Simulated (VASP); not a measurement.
# LaSc (Pm-3m) in VASP: settings compared

The runs below take LaSc through relaxation of cell and atoms, with PBE, revPBE, revPBE+D2, revPBE+D3.

Everything below comes from runs of VASP 6.6.1. Logs are shortened: lines on timing, memory, paths and dates and some standing lists are left out, and cuts for length are marked.

### Step 1. Starting point

The structure is cubic, space group Pm-3m (No. 221). Conventional cell: a = 3.948 Å, b = 3.948 Å, c = 3.948 Å, α = 90.00°, β = 90.00°, γ = 90.00°. La (site symmetry m-3m) has 8 Sc at 3.42 Å as nearest neighbours. Sc (site symmetry m-3m) is surrounded by 8 La at 3.42 Å.

The cell was built by a generator and needn't be a form met in nature.

### Step 2. Relaxation of cell and atoms, PBE

INCAR

```
SYSTEM = LaSc
PREC     = Accurate       ! precision mode
ENCUT    = 600            ! plane-wave cutoff, eV
EDIFF    = 1E-6           ! SCF threshold, eV
ISMEAR   = -1             ! smearing method
SIGMA    = 0.05           ! smearing width, eV
LREAL    = .FALSE.        ! projectors in reciprocal space
LASPH    = .TRUE.         ! aspherical terms in the spheres
NELM     = 60             ! most SCF steps
ALGO     = Normal         ! electronic algorithm
ISIF     = 3              ! what is computed and relaxed
LWAVE    = .FALSE.        ! write WAVECAR
LCHARG   = .FALSE.        ! write CHGCAR
GGA      = PE             ! functional
IBRION   = 2              ! ionic algorithm
NSW      = 60             ! ionic steps
EDIFFG   = -0.005         ! ionic threshold
```

KPOINTS

```
regular mesh
0
G
  7 7 7
  0 0 0
```

POSCAR

```
LaSc
1.0
    3.9480400000      0.0000000000      0.0000000000
    0.0000000000      3.9480400000      0.0000000000
    0.0000000000      0.0000000000      3.9480400000
La Sc
1 1
Direct
    0.0000000000      0.0000000000      0.0000000000
    0.5000000000      0.5000000000      0.5000000000
```

Potentials or basis: VASP PAW PBE potentials, release 54 (La, Sc_sv).

Run with:

```
> cat potpaw_PBE.54/La/POTCAR potpaw_PBE.54/Sc_sv/POTCAR > POTCAR
> mpirun -np 1 vasp_std > vasp.out
```

OUTCAR:

```text
SYSTEM = LaSc
   PREC = Accurate
   ENCUT = 600
   EDIFF = 1E-6
   ISMEAR = -1
   LREAL = .FALSE.
   LASPH = .TRUE.
   NELM = 60
   ISIF = 3
   GGA = PE
   IBRION = 2
   NSW = 60
   EDIFFG = -0.005

 ion  position               nearest neighbor table
   1  0.000  0.000  0.000-   2 3.42   2 3.42   2 3.42   2 3.42   2 3.42   2 3.42   2 3.42   2 3.42

   2  0.500  0.500  0.500-   1 3.42   1 3.42   1 3.42   1 3.42   1 3.42   1 3.42   1 3.42   1 3.42

  LATTYP: Found a simple cubic cell.
 ALAT       =     3.9480400000

  Lattice vectors:

 A1 = (   3.9480400000,   0.0000000000,   0.0000000000)
 A2 = (   0.0000000000,   3.9480400000,   0.0000000000)
 A3 = (   0.0000000000,   0.0000000000,   3.9480400000)

Analysis of symmetry for initial positions (statically):
=====================================================================
 Subroutine PRICEL returns:
 Original cell was already a primitive cell.

 Routine SETGRP: Setting up the symmetry group for a
 simple cubic supercell.

 Subroutine GETGRP returns: Found 48 space group operations
 (whereof 48 operations were pure point group operations)
 out of a pool of 48 trial point group operations.

The static configuration has the point symmetry O_h .

Analysis of symmetry for dynamics (positions and initial velocities):
=====================================================================
 Subroutine PRICEL returns:
 Original cell was already a primitive cell.

 Routine SETGRP: Setting up the symmetry group for a
 simple cubic supercell.

 Subroutine GETGRP returns: Found 48 space group operations
 (whereof 48 operations were pure point group operations)
 out of a pool of 48 trial point group operations.

The dynamic configuration has the point symmetry O_h .

 Subroutine INISYM returns: Found 48 space group operations
 (whereof 48 operations are pure point group operations),
 and found     1 'primitive' translations

----------------------------------------------------------------------------------------

                                     Primitive cell

  volume of cell :      61.5382

  direct lattice vectors                    reciprocal lattice vectors
     3.948040000  0.000000000  0.000000000     0.253290240  0.000000000  0.000000000
     0.000000000  3.948040000  0.000000000     0.000000000  0.253290240  0.000000000
     0.000000000  0.000000000  3.948040000     0.000000000  0.000000000  0.253290240

  length of vectors
     3.948040000  3.948040000  3.948040000     0.253290240  0.253290240  0.253290240

  position of ions in fractional coordinates (direct lattice)
     0.000000000  0.000000000  0.000000000
     0.500000000  0.500000000  0.500000000

  ion indices of the primitive-cell ions
   primitive index   ion index
                 1           1
                 2           2

----------------------------------------------------------------------------------------

 KPOINTS: regular mesh

Automatic generation of k-mesh.
 Grid dimensions read from file:
 generate k-points for:    7    7    7

 Generating k-lattice:

  Cartesian coordinates                     Fractional coordinates (reciprocal lattice)
     0.036184320  0.000000000  0.000000000     0.142857143  0.000000000  0.000000000
     0.000000000  0.036184320  0.000000000     0.000000000  0.142857143  0.000000000
     0.000000000  0.000000000  0.036184320     0.000000000  0.000000000  0.142857143

  Length of vectors
     0.036184320  0.036184320  0.036184320

  Shift w.r.t. Gamma in fractional coordinates (k-lattice)
     0.000000000  0.000000000  0.000000000

[... 55 lines left out ...]
   PSTRESS=    0.0 pullay stress
   NELECT =      22.0000    total number of electrons
   NUPDOWN=      -1.0000    fix difference up-down
   EMIN   =  10.00;   EMAX   =-10.00  energy-range for DOS
   EFERMI =   0.00;   METHOD = LEGACY
   ISMEAR =    -1;   SIGMA  =   0.05  broadening in eV -4-tet -1-fermi 0-gaus
   EFERMI_NEDOS =   21; number of points for ismear=-14 and -15
   IALGO  =     38    algorithm
   IMIX   =      4    mixing-type and parameters
     AMIX     =   0.40;   BMIX     =  1.00
     AMIX_MAG =   1.60;   BMIX_MAG =  1.00
  volume/ion in A,a.u.               =      30.77       207.64
  Fermi-wavevector in a.u.,A,eV,Ry     =   1.161897  2.195666 18.367918  1.350004
  Thomas-Fermi vector in A             =   2.298464
   LORBIT       =      0    0 simple, 1 ext, 2 COOP (PROOUT), +10 PAW based schemes
   GGA     = PE    functional components
   LHFCALC =     F    Hartree Fock is set to
   AEXX    =    0.0000 exact exchange contribution
   IVDW    =     0    specifies the selected vdW correction
   LEPSILON=     F    determine dielectric tensor
   LRPA    =     F    only Hartree local field effects (RPA)
 conjugate gradient relaxation of ions
 non-spin polarized calculation
  energy-cutoff  :      600.00
  volume of cell :       61.54
 maximum number of plane-waves:      2103
 NGX is ok and might be reduce to    32
   NGX = 15   NGY = 15   NGZ = 15

--------------------------------------- Ionic step        1  -------------------------------------------

 number of electron      21.9999997 magnetization

 Free energy of the ion-electron system (eV)
  ---------------------------------------------------
  ext. energy  EPLUGINS =         0.00000000
  ---------------------------------------------------
  free energy    TOTEN  =       -11.01751815 eV

  energy without entropy =      -10.99496258  energy(sigma->0) =      -11.00624036

------------------------ aborting loop because EDIFF is reached ----------------------------------------

  FORCE on cell =-STRESS in cart. coord.  units (eV):
  Direction    XX          YY          ZZ          XY          YZ          ZX
  --------------------------------------------------------------------------------------
  -------------------------------------------------------------------------------------
  Total        0.0144115      0.0144115      0.0144115     -0.0000000     -0.0000000      0.0000000
  in kB        0.3752097      0.3752097      0.3752097     -0.0000000     -0.0000000      0.0000000
  external PRESSURE =       0.3752097 kB  Pullay stress =       0.0000000 kB

 VOLUME and BASIS-vectors are now :
 -----------------------------------------------------------------------------
  energy-cutoff  :      600.00
  volume of cell :       61.54
      direct lattice vectors                 reciprocal lattice vectors
     3.948040000  0.000000000  0.000000000     0.253290240  0.000000000  0.000000000
     0.000000000  3.948040000  0.000000000     0.000000000  0.253290240  0.000000000
     0.000000000  0.000000000  3.948040000     0.000000000  0.000000000  0.253290240

 POSITION                                       TOTAL-FORCE (eV/Angst)
 -----------------------------------------------------------------------------------
      0.00000      0.00000      0.00000         0.000000      0.000000      0.000000
      1.97402      1.97402      1.97402         0.000000      0.000000      0.000000
 -----------------------------------------------------------------------------------
    total drift:                                0.000000      0.000000     -0.000000

  FREE ENERGIE OF THE ION-ELECTRON SYSTEM (eV)
  ---------------------------------------------------
  free  energy   TOTEN  =       -11.0175181536 eV

  energy  without entropy=      -10.9949625759  energy(sigma->0) =      -11.00624036

--------------------------------------- Ionic step        2  -------------------------------------------

 number of electron      21.9999997 magnetization

 Free energy of the ion-electron system (eV)
  ---------------------------------------------------
  ext. energy  EPLUGINS =         0.00000000
  ---------------------------------------------------
  free energy    TOTEN  =       -11.01752752 eV

  energy without entropy =      -10.99490358  energy(sigma->0) =      -11.00621555

 E-fermi :   6.1735     XC(G=0):  -9.7090

 val. band max:        6.1182821587   @ k =   0.4286   0.4286   0.1429
 cond. band min:       6.1885158576   @ k =   0.2857   0.2857   0.0000
 fundamental gap:      0.0702336989
 Fermi energy:         6.1734787779

 k-point     1 :       0.0000    0.0000    0.0000
  band No.  band energies     occupation
      1     -43.6373      2.00000
      2     -26.2556      2.00000
      3     -22.2507      2.00000
      4     -22.2507      2.00000
      5     -22.2507      2.00000
      6      -9.7973      2.00000
      7      -9.7973      2.00000
      8      -9.7973      2.00000
      9       2.1565      2.00000
     10       4.6607      2.00000
     11       4.6607      2.00000
     12       7.5430      0.00000
     13       7.5430      0.00000
     14       7.5430      0.00000
[... 329 lines left out ...]
      2     -26.1523      2.00000
      3     -22.2732      2.00000
      4     -22.2730      2.00000
      5     -22.2730      2.00000
      6     -10.1769      2.00000
      7     -10.1769      2.00000
      8     -10.1756      2.00000
      9       5.1207      2.00000
     10       5.3530      2.00000
     11       5.3530      2.00000
     12       6.9274      0.00000
     13       7.0700      0.00000
     14       7.0700      0.00000
     15       7.9997      0.00000

------------------------ aborting loop because EDIFF is reached ----------------------------------------

  FORCE on cell =-STRESS in cart. coord.  units (eV):
  Direction    XX          YY          ZZ          XY          YZ          ZX
  --------------------------------------------------------------------------------------
  -------------------------------------------------------------------------------------
  Total        0.0046337      0.0046337      0.0046337      0.0000000      0.0000000     -0.0000000
  in kB        0.1205145      0.1205145      0.1205145      0.0000000      0.0000000     -0.0000000
  external PRESSURE =       0.1205145 kB  Pullay stress =       0.0000000 kB

 VOLUME and BASIS-vectors are now :
 -----------------------------------------------------------------------------
  energy-cutoff  :      600.00
  volume of cell :       61.60
      direct lattice vectors                 reciprocal lattice vectors
     3.949412432 -0.000000000  0.000000000     0.253202221  0.000000000  0.000000000
    -0.000000000  3.949412432  0.000000000     0.000000000  0.253202221  0.000000000
    -0.000000000 -0.000000000  3.949412432    -0.000000000 -0.000000000  0.253202221

 POSITION                                       TOTAL-FORCE (eV/Angst)
 -----------------------------------------------------------------------------------
      0.00000      0.00000      0.00000         0.000000      0.000000      0.000000
      1.97471      1.97471      1.97471        -0.000000     -0.000000      0.000000
 -----------------------------------------------------------------------------------
    total drift:                                0.000000      0.000000     -0.000000

  FREE ENERGIE OF THE ION-ELECTRON SYSTEM (eV)
  ---------------------------------------------------
  free  energy   TOTEN  =       -11.0175275152 eV

  energy  without entropy=      -10.9949035779  energy(sigma->0) =      -11.00621555

 reached required accuracy - stopping structural energy minimisation
```

Wall time 46 s (1 thread of Intel Xeon Platinum 8488C (Sapphire Rapids), shared host); peak memory 0.2 GiB.

What came out:

```yaml
Free_energy: -11.0175 eV
Relaxed_volume: 30.80 Å³/atom
Relaxed_cell: a = 3.949 Å, b = 3.949 Å, c = 3.949 Å, α = 90.00°, β = 90.00°, γ = 90.00°
Space_group_after_relaxing_to_0.05_Å: Pm-3m (No. 221)
Energy_gained_by_relaxing: 0.0 meV/atom
Ionic_steps: 2
Pressure_after_relaxing: 0.0 GPa
Band_gap_on_the_k_mesh: none (metal or under the smearing width)
```

Final structure:
```xyz
2
Lattice="3.9494 0.0000 0.0000 0.0000 3.9494 0.0000 0.0000 0.0000 3.9494" Properties=species:S:1:pos:R:3 pbc="T T T"
La    0.0000    0.0000    0.0000
Sc    1.9747    1.9747    1.9747
```

Spin-orbit coupling is left out, which matters for the levels of La.

### Step 3. Relaxation of cell and atoms, PBE

INCAR is that of step 2.

KPOINTS is that of step 2.

POSCAR is that of step 2.

Potentials or basis: VASP PAW PBE potentials, release 54 (La, Sc_sv).

Run with:

```
> cat potpaw_PBE.54/La/POTCAR potpaw_PBE.54/Sc_sv/POTCAR > POTCAR
> mpirun -np 1 vasp_std > vasp.out
```

OUTCAR:

```text
SYSTEM = LaSc
   PREC = Accurate
   ENCUT = 600
   EDIFF = 1E-6
   ISMEAR = -1
   LREAL = .FALSE.
   LASPH = .TRUE.
   NELM = 60
   ISIF = 3
   GGA = PE
   IBRION = 2
   NSW = 60
   EDIFFG = -0.005

 ion  position               nearest neighbor table
   1  0.000  0.000  0.000-   2 3.42   2 3.42   2 3.42   2 3.42   2 3.42   2 3.42   2 3.42   2 3.42

   2  0.500  0.500  0.500-   1 3.42   1 3.42   1 3.42   1 3.42   1 3.42   1 3.42   1 3.42   1 3.42

  LATTYP: Found a simple cubic cell.
 ALAT       =     3.9480400000

  Lattice vectors:

 A1 = (   3.9480400000,   0.0000000000,   0.0000000000)
 A2 = (   0.0000000000,   3.9480400000,   0.0000000000)
 A3 = (   0.0000000000,   0.0000000000,   3.9480400000)

Analysis of symmetry for initial positions (statically):
=====================================================================
 Subroutine PRICEL returns:
 Original cell was already a primitive cell.

 Routine SETGRP: Setting up the symmetry group for a
 simple cubic supercell.

 Subroutine GETGRP returns: Found 48 space group operations
[... 223 lines left out ...]
      6      -9.7973      2.00000
      7      -9.7973      2.00000
      8      -9.7973      2.00000
      9       2.1565      2.00000
     10       4.6607      2.00000
     11       4.6607      2.00000
     12       7.5430      0.00000
     13       7.5430      0.00000
     14       7.5430      0.00000
[... 329 lines left out ...]
      2     -26.1523      2.00000
      3     -22.2732      2.00000
      4     -22.2730      2.00000
      5     -22.2730      2.00000
      6     -10.1769      2.00000
      7     -10.1769      2.00000
      8     -10.1756      2.00000
      9       5.1207      2.00000
     10       5.3530      2.00000
     11       5.3530      2.00000
     12       6.9274      0.00000
     13       7.0700      0.00000
     14       7.0700      0.00000
     15       7.9997      0.00000

------------------------ aborting loop because EDIFF is reached ----------------------------------------

  FORCE on cell =-STRESS in cart. coord.  units (eV):
  Direction    XX          YY          ZZ          XY          YZ          ZX
  --------------------------------------------------------------------------------------
  -------------------------------------------------------------------------------------
  Total        0.0046337      0.0046337      0.0046337      0.0000000      0.0000000     -0.0000000
  in kB        0.1205145      0.1205145      0.1205145      0.0000000      0.0000000     -0.0000000
  external PRESSURE =       0.1205145 kB  Pullay stress =       0.0000000 kB

 VOLUME and BASIS-vectors are now :
 -----------------------------------------------------------------------------
  energy-cutoff  :      600.00
  volume of cell :       61.60
      direct lattice vectors                 reciprocal lattice vectors
     3.949412432 -0.000000000  0.000000000     0.253202221  0.000000000  0.000000000
    -0.000000000  3.949412432  0.000000000     0.000000000  0.253202221  0.000000000
    -0.000000000 -0.000000000  3.949412432    -0.000000000 -0.000000000  0.253202221

 POSITION                                       TOTAL-FORCE (eV/Angst)
 -----------------------------------------------------------------------------------
      0.00000      0.00000      0.00000         0.000000      0.000000      0.000000
      1.97471      1.97471      1.97471        -0.000000     -0.000000      0.000000
 -----------------------------------------------------------------------------------
    total drift:                                0.000000      0.000000     -0.000000

  FREE ENERGIE OF THE ION-ELECTRON SYSTEM (eV)
  ---------------------------------------------------
  free  energy   TOTEN  =       -11.0175275152 eV

  energy  without entropy=      -10.9949035779  energy(sigma->0) =      -11.00621555

 reached required accuracy - stopping structural energy minimisation
```

OSZICAR:

```text
N       E                     dE             d eps       ncg     rms          rms(c)
DAV:   1     0.325369617165E+03    0.32537E+03   -0.97617E+03   600   0.221E+03
DAV:   2     0.161656577724E+02   -0.30920E+03   -0.30622E+03   915   0.477E+02
DAV:   3    -0.100961498089E+02   -0.26262E+02   -0.25741E+02   955   0.163E+02
[... 13 lines left out ...]
DAV:   1    -0.110177249310E+02   -0.20663E-03   -0.57639E-03   810   0.978E-01    0.868E-02
DAV:   2    -0.110175560985E+02    0.16883E-03   -0.99396E-04  1035   0.401E-01    0.259E-02
DAV:   3    -0.110175315658E+02    0.24533E-04   -0.94875E-05   845   0.839E-02    0.125E-02
DAV:   4    -0.110175283407E+02    0.32251E-05   -0.23652E-05  1185   0.523E-02    0.525E-03
DAV:   5    -0.110175275152E+02    0.82553E-06   -0.23997E-06   707   0.135E-02
   2 F= -.11017528E+02 E0= -.11006216E+02  d E =-.936157E-05
```

Wall time 31 s (1 thread of Intel Xeon Platinum 8488C (Sapphire Rapids), shared host); peak memory 0.2 GiB.

What came out:

```
Free energy                            : -11.0175 eV
Relaxed volume                         : 30.80 Å³/atom
Relaxed cell                           : a = 3.949 Å, b = 3.949 Å, c = 3.949 Å, α = 90.00°, β = 90.00°, γ = 90.00°
Space group after relaxing (to 0.05 Å) : Pm-3m (No. 221)
Energy gained by relaxing              : 0.0 meV/atom
Ionic steps                            : 2
Pressure after relaxing                : 0.0 GPa
Band gap on the k mesh                 : none (metal or under the smearing width)
```

Final structure:
```yaml
crystal:
  lattice:
    - [3.94941, 0.00000, 0.00000]
    - [0.00000, 3.94941, 0.00000]
    - [0.00000, 0.00000, 3.94941]
  atoms:
    - { symbol: La, position: [0.00000, 0.00000, 0.00000] }
    - { symbol: Sc, position: [0.50000, 0.50000, 0.50000] }
```

Levels at points of the mesh, in eV from the Fermi level:
```tsv
k point	band 9	band 10	band 11	band 12	band 13	band 14
(0.00, 0.00, 0.00)	-4.02	-1.51	-1.51	1.37	1.37	1.37
```

### Step 4. Relaxation of cell and atoms, revPBE

INCAR

```
PREC = Accurate
ENCUT = 600
EDIFF = 1E-6
ISMEAR = -1
SIGMA = 0.05
LREAL = False
LASPH = True
NELM = 60
ALGO = Normal
ISIF = 3
LWAVE = False
LCHARG = False
GGA = RE
IBRION = 2
NSW = 60
EDIFFG = -0.01
```

KPOINTS

```
Automatic mesh
0
Gamma
  7 7 7
```

POSCAR is that of step 3.

Potentials or basis: VASP PAW PBE potentials, release 64 (La, Sc_sv).

Run with:

```
> cat potpaw_PBE.64/La/POTCAR potpaw_PBE.64/Sc_sv/POTCAR > POTCAR
> mpirun -np 1 vasp_std > vasp.out
```

It took 33 s on 1 thread of Intel Xeon Platinum 8375C at 2.90GHz (Ice Lake), shared host; peak memory 0.2 GiB.

The run converged. Its results:

| Quantity | Value |
| --- | --- |
| Free energy | -10.4956 eV |
| Relaxed volume | 31.81 Å³/atom |
| Relaxed cell | a = 3.992 Å, b = 3.992 Å, c = 3.992 Å, α = 90.00°, β = 90.00°, γ = 90.00° |
| Space group after relaxing (to 0.05 Å) | Pm-3m (No. 221) |
| Energy gained by relaxing | 3.8 meV/atom |
| Ionic steps | 2 |
| Pressure after relaxing | 0.0 GPa |
| Band gap on the k mesh | none (metal or under the smearing width) |

The path:
| step | energy change (eV) | largest force (eV/Å) | pressure (GPa) | volume (Å³) |
| --- | --- | --- | --- | --- |
| 1 | 0.0000 | 0.0000 | 1.20 | 61.54 |
| 2 | -0.0076 | 0.0000 | 0.00 | 63.61 |

Final structure:
```
La Sc
1.0
     3.99187    0.00000    0.00000
     0.00000    3.99187    0.00000
     0.00000    0.00000    3.99187
La Sc
1 1
Cartesian
  0.0000 0.0000 0.0000
  1.9959 1.9959 1.9959
```

Levels at points of the mesh, in eV from the Fermi level:
```
           k point  band 7  band 8  band 9  band 10  band 11  band 12  band 13  band 14  band 15
(0.00, 0.00, 0.00)  -16.08  -16.08   -4.00    -1.44    -1.44     1.35     1.35     1.35     2.16
```

Caveat: the PAW data sets were made with another functional, which shifts forces and pressure a little. Spin-orbit coupling is left out, which matters for the levels of La.

(Part 1 of 2 ends here.)
